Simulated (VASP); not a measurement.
The input files of a VASP run:

**INCAR**
```
SYSTEM = PdIn
PREC = Accurate
ENCUT = 400
EDIFF = 1E-6
NELM = 100
ALGO = Normal
LREAL = .FALSE.
LASPH = .TRUE.
ISMEAR = 1
SIGMA = 0.1
GGA = PE
LMAXMIX = 4
LWAVE = .FALSE.
LCHARG = .FALSE.
ISIF = 2
```

POSCAR:
```
PdIn
1
    3.2500000000     0.0000000000     0.0000000000
    0.0000000000     3.2500000000     0.0000000000
    0.0000000000     0.0000000000     3.2500000000
In Pd
1 1
Direct
  0.5000000000   0.5000000000   0.5000000000
  0.0000000000   0.0000000000   0.0000000000
```

File KPOINTS:
```
Automatic mesh
0
Gamma
9 9 9
0 0 0
```

POTCAR, in this order: In_d Pd (PBE.64 set). Program: vasp_std.

### Question
Translate this PBE calculation to Ansatz.

### Answer
One equivalent input (not run):
Ansatz 0.2 input:
```yaml
crystal:
  lattice:
    - [3.2500000, 0.0000000, 0.0000000]
    - [0.0000000, 3.2500000, 0.0000000]
    - [0.0000000, 0.0000000, 3.2500000]
  atoms:
    - { symbol: In, position: [0.5000000, 0.5000000, 0.5000000] }
    - { symbol: Pd, position: [0.0000000, 0.0000000, 0.0000000] }
kpoints:
  mp_grid: { grid: [9, 9, 9] }
hamiltonian:
  xc: pbe
  pseudopotentials: { kind: paw }
scf:
  occupations: { method: methfessel_paxton, width: 0.1 }
  max_iter: 100
output: { forces: true, stress: true, eigenvalues: true }
```
Limits of the translation: each code has its own PAW files, so the cut-off isn't converted (ENCUT is set for VASP's; basis.ecutwfc is left out, and Ansatz then takes the one that its files recommend); Ansatz stops its SCF on the density residual and VASP on the energy change (EDIFF).

The compound is PdIn in the CsCl type structure. The cell was not relaxed at this level.
